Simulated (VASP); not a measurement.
VASP ran on this input.

### KPOINTS
```
Automatic
0
gamma
 10 10 10
```

File POSCAR:
```
InAs
4.2972840
  0.0000000000   0.7071067087   0.7071067087
  0.7071067087   0.0000000000   0.7071067087
  0.7071067087   0.7071067087   0.0000000000
In As
1 1
Direct
  0.0000000000   0.0000000000   0.0000000000
  0.2500000000   0.2500000000   0.2500000000
```

**INCAR**
```
LWAVE = .FALSE.
LMAXMIX = 4
ISMEAR = 1   # Methfessel-Paxton
IVDW = 11   # D3, zero damping
LCHARG = .FALSE.
ISIF = 2   # forces and stress, cell fixed
ALGO = Normal
NELM = 100   # most electronic steps
SYSTEM = InAs
LASPH = .TRUE.   # aspherical one-centre terms
GGA = PE
ENCUT = 520   # plane-wave cut-off (eV)
EDIFF = 1E-7   # SCF stop (eV)
SIGMA = 0.1   # width (eV)
LREAL = .FALSE.   # projection in real space or not
PREC = Accurate
```

POTCAR, in this order: In_d As (PBE.64 set). Program: vasp_std.

Write an equivalent input for Quantum ESPRESSO's pw.x.

One equivalent input (not run):
```
&CONTROL
  calculation = 'scf'
  pseudo_dir = './pseudo'
  outdir = './out'
  tprnfor = .true.
  tstress = .true.
/
&SYSTEM
  ibrav = 0
  nat = 2
  ntyp = 2
  ecutwfc = 84
  occupations = 'smearing'
  smearing = 'methfessel-paxton'
  degauss = 0.00735
  input_dft = 'pbe'
  vdw_corr = 'grimme-d3'
  dftd3_version = 3
  dftd3_threebody = .false.
/
&ELECTRONS
  conv_thr = 7.3e-09
  electron_maxstep = 100
/
ATOMIC_SPECIES
  In 114.818 In.upf
  As 74.922 As.upf
CELL_PARAMETERS angstrom
     0.0000000    3.0386383    3.0386383
     3.0386383    0.0000000    3.0386383
     3.0386383    3.0386383    0.0000000
ATOMIC_POSITIONS crystal
  In   0.0000000  0.0000000  0.0000000
  As   0.2500000  0.2500000  0.2500000
K_POINTS automatic
  10 10 10 0 0 0
```
What does not carry over: the potentials are each code's own (VASP's PAW set, PseudoDojo norm-conserving files in pw.x), so ENCUT and ecutwfc are chosen apart and not converted; conv_thr bounds pw.x's estimated SCF error, while EDIFF bounds the energy change between steps.

The compound is InAs in the zinc blende structure. This cell is one point of a volume scan, at 0.97 of the reference volume.
